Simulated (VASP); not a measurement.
Computed with PBEsol GGA, VASP's PBE PAW potentials (set 64) (plane waves; VASP 6.6.1).

VASP ran on this input.

**KPOINTS**
```
kpoints
0
G
  6 6 5
```

**INCAR**
```
# general
SYSTEM  =  SiO2
PREC    =  Accurate
ENCUT   =  520   # plane-wave cut-off (eV)
LREAL   =  F
LASPH   =  T   # aspherical one-centre terms

# electronic loop
EDIFF   =  1E-7   # SCF stop (eV)
NELM    =  100
ALGO    =  Normal

# smearing
ISMEAR  =  -5   # tetrahedra, Bloechl

# functional
GGA     =  PS   # PBEsol

# ions
ISIF    =  2

# output
LWAVE   =  F
LCHARG  =  T
LORBIT  =  11   # lm-projected
NEDOS   =  601

# other
LEFG    =  T
```

POSCAR:
```
SiO2
1
    4.9402458199     0.0000000000     0.0000000000
   -2.4701229099     4.2783785040     0.0000000000
    0.0000000000     0.0000000000     5.4568818751
Si O
3 6
Direct
  0.5310958357   0.5310958357   0.0000000000
  0.4689041643   0.0000000000   0.3333330000
  0.0000000000   0.4689041643   0.6666670000
  0.2691669450   0.4127004862   0.7845824824
  0.5872995138   0.8564664588   0.1179154824
  0.1435335412   0.7308330550   0.4512494824
  0.4127004862   0.2691669450   0.2154175176
  0.8564664588   0.5872995138   0.8820845176
  0.7308330550   0.1435335412   0.5487505176
```

POTCAR, in this order: Si O (PBE.64 set). Program: vasp_std.

The resulting files:

OSZICAR:
```
       N       E                     dE             d eps       ncg     rms          rms(c)
DAV:   1     0.314404163264E+03    0.31440E+03   -0.25682E+04  1566   0.153E+03
DAV:   2    -0.614386759354E+02   -0.37584E+03   -0.36766E+03  2082   0.338E+02
DAV:   3    -0.823195961559E+02   -0.20881E+02   -0.20809E+02  1831   0.905E+01
DAV:   4    -0.825986903406E+02   -0.27909E+00   -0.27864E+00  1852   0.113E+01
DAV:   5    -0.826040508973E+02   -0.53606E-02   -0.53585E-02  1796   0.155E+00    0.244E+01
DAV:   6    -0.740838985419E+02    0.85202E+01   -0.38343E+01  1801   0.343E+01    0.116E+01
DAV:   7    -0.740281200407E+02    0.55779E-01   -0.92330E-01  1886   0.528E+00    0.448E+00
DAV:   8    -0.740011768881E+02    0.26943E-01   -0.42853E-02  1821   0.176E+00    0.145E+00
DAV:   9    -0.740065622717E+02   -0.53854E-02   -0.15127E-02  1821   0.105E+00    0.346E-01
DAV:  10    -0.740082254110E+02   -0.16631E-02   -0.41268E-03  1826   0.370E-01    0.975E-02
DAV:  11    -0.740081266047E+02    0.98806E-04   -0.14542E-03  1836   0.228E-01    0.221E-02
DAV:  12    -0.740081306626E+02   -0.40580E-05   -0.47337E-05  1826   0.449E-02    0.150E-02
DAV:  13    -0.740081343538E+02   -0.36912E-05   -0.16930E-05  1821   0.231E-02    0.356E-03
DAV:  14    -0.740081347902E+02   -0.43645E-06   -0.70700E-07  1823   0.523E-03    0.811E-04
DAV:  15    -0.740081347801E+02    0.10155E-07   -0.53688E-08  1183   0.136E-03
   1 F= -.74008135E+02 E0= -.74008135E+02  d E =0.000000E+00
```

File OUTCAR:
```
------------------------ aborting loop because EDIFF is reached ----------------------------------------
  FORCE on cell =-STRESS in cart. coord.  units (eV):
  Direction    XX          YY          ZZ          XY          YZ          ZX
  --------------------------------------------------------------------------------------
  Total        0.0385804      0.0385804     -0.1569990      0.0000000      0.0000000      0.0000000
  in kB        0.5359259      0.5359259     -2.1808972      0.0000000      0.0000000      0.0000000
  external PRESSURE =      -0.3696818 kB  Pullay stress =       0.0000000 kB
  volume of cell :      115.34
      direct lattice vectors                 reciprocal lattice vectors
     4.940245820  0.000000000  0.000000000     0.202419077  0.116866705  0.000000000
    -2.470122910  4.278378504  0.000000000     0.000000000  0.233733411  0.000000000
     0.000000000  0.000000000  5.456881875     0.000000000  0.000000000  0.183254837
 POSITION                                       TOTAL-FORCE (eV/Angst)
 -----------------------------------------------------------------------------------
      1.31187      2.27223      0.00000        -0.005500     -0.009527     -0.000000
      2.31650      0.00000      1.81896         0.011001      0.000000     -0.000000
     -1.15825      2.00615      3.63792        -0.005500      0.009527     -0.000000
      0.31033      1.76569      4.28137        -0.017310     -0.003594     -0.003550
      0.78583      3.66429      0.64345         0.011767     -0.013194     -0.003550
     -1.09616      3.12678      2.46242         0.005543      0.016788     -0.003550
      1.37397      1.15160      1.17551         0.005543     -0.016788      0.003550
      2.78045      2.51269      4.81343        -0.017310      0.003594      0.003550
      3.25595      0.61409      2.99447         0.011767      0.013194      0.003550
 -----------------------------------------------------------------------------------
    total drift:                                0.002755     -0.001226      0.000000
  FREE ENERGIE OF THE ION-ELECTRON SYSTEM (eV)
  ---------------------------------------------------
  free  energy   TOTEN  =       -74.0081347801 eV

  energy  without entropy=      -74.0081347801  energy(sigma->0) =      -74.00813478

 total charge

# of ion       s       p       d       tot
------------------------------------------
    1        0.646   0.994   0.000   1.640
    2        0.646   0.994   0.000   1.640
    3        0.646   0.994   0.000   1.640
    4        1.545   3.676   0.000   5.220
    5        1.545   3.676   0.000   5.220
    6        1.545   3.676   0.000   5.220
    7        1.545   3.676   0.000   5.220
    8        1.545   3.676   0.000   5.220
    9        1.545   3.676   0.000   5.220
--------------------------------------------------
tot         11.206  25.035   0.000  36.241

 Electric field gradients after diagonalization (V/A^2)
 (convention: |V_zz| > |V_xx| > |V_yy|)
----------------------------------------------------------------------
 ion       V_xx      V_yy      V_zz     asymmetry (V_yy - V_xx)/ V_zz
----------------------------------------------------------------------
   1      -6.353    -1.576     7.929       0.603
   2      -6.354    -1.576     7.929       0.603
   3      -6.353    -1.576     7.929       0.603
   4     -54.017   -34.548    88.565       0.220
   5     -54.018   -34.546    88.564       0.220
   6     -54.018   -34.548    88.565       0.220
   7     -54.017   -34.548    88.565       0.220
   8     -54.018   -34.546    88.565       0.220
   9     -54.018   -34.548    88.565       0.220
```
(Selected blocks of OUTCAR.)

The structure comes from a computed database's SiO2 entry (P3_121); how it stands against other phases isn't given here. It was relaxed first.
